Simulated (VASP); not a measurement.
Input:

```
CELL_PARAMETERS angstrom
      4.00824     0.00000     0.00000
      0.00000     4.00824     0.00000
      0.00000     0.00000     4.00824
ATOMIC_POSITIONS crystal
  K  0.00000 0.00000 0.00000
  Ta 0.50000 0.50000 0.50000
  O  0.50000 0.00000 0.50000
  O  0.00000 0.50000 0.50000
  O  0.50000 0.50000 0.00000
```

Calculation: PBE GGA with D3 dispersion (Becke-Johnson damping), VASP's PBE PAW potentials (set 64) (plane waves; VASP 6.6.1). Run with 520 eV cut-off, 6×6×6 Γ-centred mesh, tetrahedra with Blöchl corrections, potentials K_sv Ta_pv O.

Problem. The job: KTaO$_{3}$ (cubic perovskite), 5 atoms, PBE-D3(BJ), static run, 520 eV, 6×6×6 Γ-centred mesh. Roughly how much core time does it take on a busy server core?

Solution. About 20 core-seconds (one run on a shared machine, a rough figure). It had 20 irreducible k-points, 23 bands, up to 1755 plane waves and 15 electronic steps.

The compound is KTaO3 in the cubic perovskite structure. It was relaxed first.
